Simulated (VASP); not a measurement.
Calculation: PBEsol GGA, VASP's PBE PAW potentials (set 64) (plane waves; VASP).

VASP ran on this input.

### INCAR
```
SYSTEM = CaAlSiH
PREC = Accurate
ENCUT = 400
EDIFF = 1E-6
NELM = 100
ALGO = Normal
LREAL = .FALSE.
LASPH = .TRUE.
ISMEAR = 0
SIGMA = 0.05
GGA = PS
LWAVE = .FALSE.
LCHARG = .FALSE.
IBRION = 2
ISIF = 3
NSW = 60
EDIFFG = -0.02
```

KPOINTS:
```
Automatic mesh
0
Gamma
6 6 5
0 0 0
```

POSCAR:
```
CaAlSiH
1.0
  4.1287741108   0.0000000000   0.0000000000
 -2.0643870554   3.5756235285   0.0000000000
  0.0000000000   0.0000000000   4.5244910725
Ca Al Si H
1 1 1 1
direct
  0.0000000000   1.0000000000   0.0051065991
  0.6666670000   0.3333330000   0.4642136185
  0.3333330000   0.6666670000   0.5642965058
  0.6666670000   0.3333330000   0.0730832766
```

POTCAR, in this order: Ca_sv Al Si H (PBE.64 set). Program: vasp_std.

Problem. What does the run give for the energy per atom (σ→0)?

Solution. 
* **energy per atom (σ→0)**: -4.229 eV/atom

OSZICAR:
```
...
DAV:   6    -0.170114624955E+02    0.32300E+00   -0.34513E-01   882   0.349E+00    0.333E+00
DAV:   7    -0.169169233385E+02    0.94539E-01   -0.36696E-01   927   0.379E+00    0.600E-01
DAV:   8    -0.169167303124E+02    0.19303E-03   -0.45781E-02   916   0.136E+00    0.160E-01
DAV:   9    -0.169168258482E+02   -0.95536E-04   -0.13834E-03   954   0.269E-01    0.818E-02
DAV:  10    -0.169168715476E+02   -0.45699E-04   -0.25321E-04   969   0.100E-01    0.194E-02
DAV:  11    -0.169168685411E+02    0.30066E-05   -0.20740E-05   933   0.318E-02    0.738E-03
DAV:  12    -0.169168693401E+02   -0.79902E-06   -0.82418E-06   912   0.161E-02
   1 F= -.16916869E+02 E0= -.16916869E+02  d E =-.169169E+02
```

The structure comes from a computed database's CaAlSiH entry (P3m1); how it stands against other phases isn't given here. It was relaxed first. The start is the result of an earlier pass.
